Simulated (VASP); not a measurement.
Calculation: PBE GGA with D3 dispersion (Becke-Johnson damping), VASP's PBE PAW potentials (set 64) (plane waves; VASP).

The input files of a VASP run:

### INCAR
```
SYSTEM = CdS
PREC = Accurate; ENCUT = 520; LREAL = .FALSE.
LASPH = .TRUE.
EDIFF = 1E-7; NELM = 100; ALGO = Normal
LMAXMIX = 4
ISMEAR = 0; SIGMA = 0.05
GGA = PE; IVDW = 12
ISIF = 2
LWAVE = .FALSE.; LCHARG = .FALSE.
```

POSCAR:
```
CdS
1
    0.0000000000     2.9023788355     2.9023788355
    2.9023788355     0.0000000000     2.9023788355
    2.9023788355     2.9023788355     0.0000000000
Cd S
1 1
Direct
  0.0000000000   0.0000000000   0.0000000000
  0.2500000000   0.2500000000   0.2500000000
```

File KPOINTS:
```
kpoints
0
gamma
8 8 8
```

POTCAR, in this order: Cd S (PBE.64 set). Program: vasp_std.

What VASP printed:

OSZICAR:
```
       N       E                     dE             d eps       ncg     rms          rms(c)
DAV:   1     0.110830956644E+03    0.11083E+03   -0.93394E+03   762   0.127E+03
DAV:   2    -0.183041361043E+01   -0.11266E+03   -0.10754E+03   909   0.297E+02
DAV:   3    -0.661120440630E+01   -0.47808E+01   -0.47695E+01   894   0.638E+01
DAV:   4    -0.664642252604E+01   -0.35218E-01   -0.35214E-01   869   0.543E+00
DAV:   5    -0.664694473547E+01   -0.52221E-03   -0.52221E-03   874   0.645E-01    0.870E+00
DAV:   6    -0.612385716377E+01    0.52309E+00   -0.10342E+00  1082   0.144E+01    0.678E+00
DAV:   7    -0.610431605384E+01    0.19541E-01   -0.22366E-01   774   0.380E+00    0.330E+00
DAV:   8    -0.610457367589E+01   -0.25762E-03   -0.22526E-02   799   0.232E+00    0.329E-01
DAV:   9    -0.610434920653E+01    0.22447E-03   -0.31280E-03   864   0.966E-01    0.851E-02
DAV:  10    -0.610448288613E+01   -0.13368E-03   -0.30271E-04   779   0.196E-01    0.745E-02
DAV:  11    -0.610455447508E+01   -0.71589E-04   -0.10622E-04   792   0.122E-01    0.251E-02
DAV:  12    -0.610455013429E+01    0.43408E-05   -0.52416E-05   864   0.104E-01    0.867E-03
DAV:  13    -0.610455119339E+01   -0.10591E-05   -0.45941E-06   774   0.198E-02    0.383E-03
DAV:  14    -0.610455120516E+01   -0.11766E-07   -0.14716E-07   821   0.343E-03
   1 F= -.67280017E+01 E0= -.67280017E+01  d E =-.540448E-13
```

OUTCAR:
```
------------------------ aborting loop because EDIFF is reached ----------------------------------------
 Edisp (eV)   -0.62345
  FORCE on cell =-STRESS in cart. coord.  units (eV):
  Direction    XX          YY          ZZ          XY          YZ          ZX
  --------------------------------------------------------------------------------------
  Total       0.58988     0.58988     0.58988    -0.00000     0.00000     0.00000
  in kB      19.32779    19.32779    19.32779    -0.00000     0.00000     0.00000
  external pressure =       19.33 kB  Pullay stress =        0.00 kB
  volume of cell :       48.90
      direct lattice vectors                 reciprocal lattice vectors
     0.000000000  2.902378835  2.902378835    -0.172272480  0.172272480  0.172272480
     2.902378835  0.000000000  2.902378835     0.172272480 -0.172272480  0.172272480
     2.902378835  2.902378835  0.000000000     0.172272480  0.172272480 -0.172272480
  FREE ENERGIE OF THE ION-ELECTRON SYSTEM (eV)
  ---------------------------------------------------
  free  energy   TOTEN  =        -6.7280016964 eV

  energy  without entropy=       -6.7280016964  energy(sigma->0) =       -6.72800170
```
(Selected blocks of OUTCAR.)

### OUTCAR
```
 val. band max:        1.4407179786   @ k =   0.0000   0.0000   0.0000

 cond. band min:       2.6222489144   @ k =   0.0000   0.0000   0.0000


 Fermi energy:         1.6743904888

 k-point     1 :       0.0000    0.0000    0.0000
  band No.  band energies     occupation
      1     -11.0199      2.00000
      2      -6.3420      2.00000
      3      -6.3420      2.00000
      4      -6.3420      2.00000
      5      -5.8418      2.00000
      6      -5.8418      2.00000
      7       1.4407      2.00000
      8       1.4407      2.00000
      9       1.4407      2.00000
     10       2.6222      0.00000
     11       7.9837      0.00000
     12       7.9837      0.00000
     13       7.9837      0.00000

 k-point     2 :       0.1250    0.0000    0.0000
  band No.  band energies     occupation
      1     -10.9558      2.00000
      2      -6.3186      2.00000
      3      -6.3186      2.00000
      4      -6.2878      2.00000
      5      -5.8429      2.00000
      6      -5.8429      2.00000
      7       0.4069      2.00000
      8       1.3152      2.00000
      9       1.3152      2.00000
     10       3.4615      0.00000
     11       7.7316      0.00000
     12       8.1869      0.00000
     13       8.1869      0.00000

 k-point     3 :       0.2500    0.0000    0.0000
  band No.  band energies     occupation
      1     -10.8002      2.00000
      2      -6.2680      2.00000
      3      -6.2680      2.00000
      4      -6.0910      2.00000
      5      -5.8374      2.00000
      6      -5.8374      2.00000
      7      -1.0892      2.00000
      8       1.0326      2.00000
      9       1.0326      2.00000
     10       4.2571      0.00000
     11       7.7596      0.00000
     12       8.4967      0.00000
     13       8.4967      0.00000

 k-point     4 :       0.3750    0.0000    0.0000
  band No.  band energies     occupation
      1     -10.6446      2.00000
      2      -6.2289      2.00000
      3      -6.2289      2.00000
...
```

The compound is CdS in the zinc blende structure, a metastable form; wurtzite is the usual one. This cell is one point of a volume scan, at 0.97 of the reference volume.
